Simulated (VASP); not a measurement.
The system is SnSe.

```
Sn Se
1.0
    11.48649    0.00000    0.00000
     0.00000    4.17221    0.00000
     0.00000    0.00000    4.37968
Sn Se
4 4
Cartesian
  1.3512 1.0431 0.4080
  4.3921 3.1292 2.5979
  7.0944 1.0431 1.7818
  10.1353 3.1292 3.9716
  4.1010 1.0431 0.0964
  1.6423 3.1292 2.2863
  9.8442 1.0431 2.0934
  7.3855 3.1292 4.2832
```

Base run:

| Quantity | Value |
| --- | --- |
| Program | VASP 6.6.1 |
| Functional | PBE |
| Potentials or basis | VASP PAW PBE potentials, release 64 (Sn_d, Se) |
| Cutoff | 520 eV |
| k mesh | 4 × 8 × 8 |
| Occupations | gaussian, width 0.03 eV |
| Spin | no spin polarisation |

Its results: band gap on the k mesh 0.54 eV, indirect (least direct gap 0.82 eV); pressure 2.3 GPa; largest force 0.010 eV/Å.

Q: The run is repeated on the same cell with these changes: functional from PBE to LDA; potentials or basis from VASP PAW PBE potentials, release 64 (Sn_d, Se) to VASP PAW LDA potentials, release 64 (Sn_d, Se). What comes out?

A: Band gap on the k mesh 0.48 eV, indirect (least direct gap 0.74 eV); pressure -2.2 GPa; largest force 0.165 eV/Å.

Caveats: spin-orbit coupling is left out, which moves the levels of the heavy elements; the mesh misses the band edges, which the band path finds closer together.
